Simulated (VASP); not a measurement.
Computed with PBE GGA with spin-orbit coupling, VASP's PBE PAW potentials (set 64) (plane waves; VASP).

The input files of a VASP run:

INCAR:
```
SYSTEM = Pt
PREC = Accurate
ENCUT = 300
EDIFF = 1E-6
NELM = 100
ALGO = Normal
LREAL = .FALSE.
LASPH = .TRUE.
ISMEAR = 0
SIGMA = 0.136
GGA = PE
LMAXMIX = 6
LWAVE = .FALSE.
LCHARG = .FALSE.
ISIF = 2
LSORBIT = .TRUE.
LNONCOLLINEAR = .TRUE.
MAGMOM = 0.0 0.0 0.0
GGA_COMPAT = .FALSE.
LORBIT = 11
```

### POSCAR
```
Pt
3.920
  0.0000000000   0.5000000000   0.5000000000
  0.5000000000   0.0000000000   0.5000000000
  0.5000000000   0.5000000000   0.0000000000
Pt
1
Cartesian
  0.0000000000   0.0000000000   0.0000000000
```

**KPOINTS**
```
K-points
0
Gamma
12 12 12
```

POTCAR, in this order: Pt (PBE.64 set). Program: vasp_ncl.

Output of the run:

File OSZICAR:
```
       N       E                     dE             d eps       ncg     rms          rms(c)
DAV:   1     0.296281026032E+02    0.29628E+02   -0.36311E+03  2952   0.654E+02
DAV:   2    -0.633369944102E+01   -0.35962E+02   -0.33898E+02  2862   0.175E+02
DAV:   3    -0.685906894778E+01   -0.52537E+00   -0.51984E+00  3038   0.201E+01
DAV:   4    -0.686177642639E+01   -0.27075E-02   -0.27072E-02  2830   0.158E+00
DAV:   5    -0.686180515563E+01   -0.28729E-04   -0.28730E-04  2932   0.164E-01    0.146E+01
DAV:   6    -0.653599373976E+01    0.32581E+00   -0.44293E-01  2670   0.830E+00    0.798E+00
DAV:   7    -0.649514302720E+01    0.40851E-01   -0.86848E-02  2768   0.371E+00    0.295E+00
DAV:   8    -0.649174193438E+01    0.34011E-02   -0.30167E-03  2786   0.530E-01    0.125E+00
DAV:   9    -0.649142834079E+01    0.31359E-03   -0.69086E-04  2878   0.289E-01    0.166E-01
DAV:  10    -0.649141843521E+01    0.99056E-05   -0.15130E-05  2788   0.439E-02    0.139E-02
DAV:  11    -0.649142192389E+01   -0.34887E-05   -0.84109E-07  2550   0.881E-03    0.741E-03
DAV:  12    -0.649142209632E+01   -0.17243E-06   -0.63700E-08  1388   0.234E-03
   1 F= -.64914221E+01 E0= -.64847838E+01  d E =-.132765E-01  mag=    -0.0000    -0.0000    -0.0000
```

OUTCAR:
```
------------------------ aborting loop because EDIFF is reached ----------------------------------------
  FORCE on cell =-STRESS in cart. coord.  units (eV):
  Direction    XX          YY          ZZ          XY          YZ          ZX
  --------------------------------------------------------------------------------------
  Total        0.9295399      0.9295399      0.9295399      0.0000000      0.0000000     -0.0000000
  in kB       98.8963796     98.8963796     98.8963796      0.0000000      0.0000000     -0.0000000
  external PRESSURE =      98.8963796 kB  Pullay stress =       0.0000000 kB
  volume of cell :       15.06
      direct lattice vectors                 reciprocal lattice vectors
     0.000000000  1.960000000  1.960000000    -0.255102041  0.255102041  0.255102041
     1.960000000  0.000000000  1.960000000     0.255102041 -0.255102041  0.255102041
     1.960000000  1.960000000  0.000000000     0.255102041  0.255102041 -0.255102041
 POSITION                                       TOTAL-FORCE (eV/Angst)
 -----------------------------------------------------------------------------------
      0.00000      0.00000      0.00000         0.000000      0.000000      0.000000
 -----------------------------------------------------------------------------------
    total drift:                                0.000000      0.000000      0.000000
  FREE ENERGIE OF THE ION-ELECTRON SYSTEM (eV)
  ---------------------------------------------------
  free  energy   TOTEN  =        -6.4914220963 eV

  energy  without entropy=       -6.4781455798  energy(sigma->0) =       -6.48478384

 total charge

# of ion       s       p       d       tot
------------------------------------------
    1        0.643   0.633   8.021   9.297

 magnetization (x)

# of ion       s       p       d       tot
------------------------------------------
    1        0.000   0.000  -0.000  -0.000

 magnetization (y)

# of ion       s       p       d       tot
------------------------------------------
    1        0.000   0.000   0.000   0.000

 magnetization (z)

# of ion       s       p       d       tot
------------------------------------------
    1       -0.000  -0.000  -0.000  -0.000

 Ion:    1  E_soc:     -0.7793003
```
(Selected blocks of OUTCAR.)

At this cut-off the stress carries a Pulay error, which pulls relaxed volumes low.

The structure is a typed Pt crystal (Fm-3m). The cell was not relaxed at this level. The run is one of a series of settings (GGA_COMPAT = .FALSE., LNONCOLLINEAR = .TRUE., LSORBIT = .TRUE., MAGMOM = 0.0 0.0 0.0, program vasp_ncl against the base run), some of them coarse on purpose.
